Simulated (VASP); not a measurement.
Given:

```xyz
4
Lattice="3.7620 0.0000 0.0000 -1.8810 3.2580 0.0000 0.0000 0.0000 6.1662" Properties=species:S:1:pos:R:3 pbc="T T T"
Zn     0.0000     2.1720     0.0009
Zn     1.8810     1.0860     3.0840
S      0.0000     2.1720     2.3115
S      1.8810     1.0860     5.3946
```

Method: PBE GGA, VASP's PBE PAW potentials (set 64) (plane waves; VASP 6.6.1). Numerical set-up: 300 eV cut-off, 5×5×3 Γ-centred mesh, Fermi-Dirac smearing of 0.050 eV, potentials Zn S.

At this cut-off the stress carries a Pulay error, which pulls relaxed volumes low.

**Question.** What does the run give for the energy per atom (σ→0), pressure?

**Answer.** 
The energy per atom (σ→0) is -3.396 eV/atom and the pressure is 52.5 kbar.

Only differences to runs with the same potentials and settings are physical.

The structure comes from a computed database's ZnS entry; how it stands against other phases isn't given here. The cell was not relaxed at this level.
